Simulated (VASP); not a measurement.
Calculation: PBEsol GGA, VASP's PBE PAW potentials (set 64) (plane waves; VASP).

Input for VASP

POSCAR:
```
Ba
1
   -2.4474838056     2.4474838056     2.4474838056
    2.4474838056    -2.4474838056     2.4474838056
    2.4474838056     2.4474838056    -2.4474838056
Ba
1
Direct
  0.0000000000   0.0000000000   0.0000000000
```

**KPOINTS**
```
Automatic mesh
0
Gamma
10 10 10
0 0 0
```

INCAR:
```
SYSTEM = Ba
PREC = Accurate
ENCUT = 400
EDIFF = 1E-6
NELM = 100
ALGO = Normal
LREAL = .FALSE.
LASPH = .TRUE.
ISMEAR = 1
SIGMA = 0.1
GGA = PS
LMAXMIX = 4
LWAVE = .FALSE.
LCHARG = .FALSE.
IBRION = 2
ISIF = 3
NSW = 60
EDIFFG = -0.01
```

POTCAR, in this order: Ba_sv (PBE.64 set). Program: vasp_std.

Output of the run:

### OUTCAR
```
 ion  position               nearest neighbor table
   1  0.000  0.000  0.000-
  LATTYP: Found a body centered cubic cell.
 ALAT       =     4.8949676112
 Subroutine PRICEL returns:
 Original cell was already a primitive cell.
 Subroutine GETGRP returns: Found 48 space group operations
The static configuration has the point symmetry O_h .
The dynamic configuration has the point symmetry O_h .
 Subroutine INISYM returns: Found 48 space group operations
 Subroutine IBZKPT returns following result:
 Found     47 irreducible k-points:

 Following reciprocal coordinates:
            Coordinates               Weight
  0.000000  0.000000  0.000000      1.000000
  0.100000  0.000000  0.000000     12.000000
  0.200000  0.000000  0.000000     12.000000
  0.300000  0.000000  0.000000     12.000000
  0.400000  0.000000  0.000000     12.000000
  0.500000  0.000000  0.000000      6.000000
  0.100000  0.100000  0.000000     24.000000
  0.200000  0.100000  0.000000     48.000000
  0.300000  0.100000  0.000000     48.000000
  0.400000  0.100000 -0.000000     48.000000
...
```

**OSZICAR**
```
       N       E                     dE             d eps       ncg     rms          rms(c)
DAV:   1     0.470998513214E+02    0.47100E+02   -0.37892E+03   846   0.740E+02
DAV:   2    -0.448890835220E+00   -0.47549E+02   -0.46712E+02   973   0.141E+02
DAV:   3    -0.211450406839E+01   -0.16656E+01   -0.16610E+01  1146   0.294E+01
DAV:   4    -0.215005711757E+01   -0.35553E-01   -0.35534E-01  1267   0.373E+00
DAV:   5    -0.215030766253E+01   -0.25054E-03   -0.25049E-03  1162   0.215E-01    0.175E+00
DAV:   6    -0.214830150045E+01    0.20062E-02   -0.31061E-03  1170   0.635E-01    0.103E+00
DAV:   7    -0.214724188807E+01    0.10596E-02   -0.62885E-03  1079   0.876E-01    0.439E-02
DAV:   8    -0.214734180069E+01   -0.99913E-04   -0.21484E-04  1260   0.104E-01    0.101E-02
DAV:   9    -0.214734461960E+01   -0.28189E-05   -0.42468E-06  1224   0.176E-02    0.344E-03
DAV:  10    -0.214734417130E+01    0.44830E-06   -0.22535E-07   624   0.383E-03
   1 F= -.21473442E+01 E0= -.21470609E+01  d E =-.214734E+01
```

**OUTCAR**
```
------------------------ aborting loop because EDIFF is reached ----------------------------------------
  FORCE on cell =-STRESS in cart. coord.  units (eV):
  Direction    XX          YY          ZZ          XY          YZ          ZX
  --------------------------------------------------------------------------------------
  Total       -0.0000926     -0.0000926     -0.0000926      0.0000000      0.0000000     -0.0000000
  in kB       -0.0025307     -0.0025307     -0.0025307      0.0000000      0.0000000     -0.0000000
  external PRESSURE =      -0.0025307 kB  Pullay stress =       0.0000000 kB
  volume of cell :       58.64
      direct lattice vectors                 reciprocal lattice vectors
    -2.447483806  2.447483806  2.447483806     0.000000000  0.204291444  0.204291444
     2.447483806 -2.447483806  2.447483806     0.204291444  0.000000000  0.204291444
     2.447483806  2.447483806 -2.447483806     0.204291444  0.204291444  0.000000000
 POSITION                                       TOTAL-FORCE (eV/Angst)
 -----------------------------------------------------------------------------------
      0.00000      0.00000      0.00000        -0.000000      0.000000     -0.000000
 -----------------------------------------------------------------------------------
    total drift:                                0.000000      0.000000      0.000000
  FREE ENERGIE OF THE ION-ELECTRON SYSTEM (eV)
  ---------------------------------------------------
  free  energy   TOTEN  =        -2.1473441713 eV

  energy  without entropy=       -2.1464942511  energy(sigma->0) =       -2.14706086

 reached required accuracy - stopping structural energy minimisation
```
(Selected blocks of OUTCAR.)

The compound is Ba in the bcc structure. It was relaxed first, which changed the volume by -7 %. The start is the result of an earlier pass.
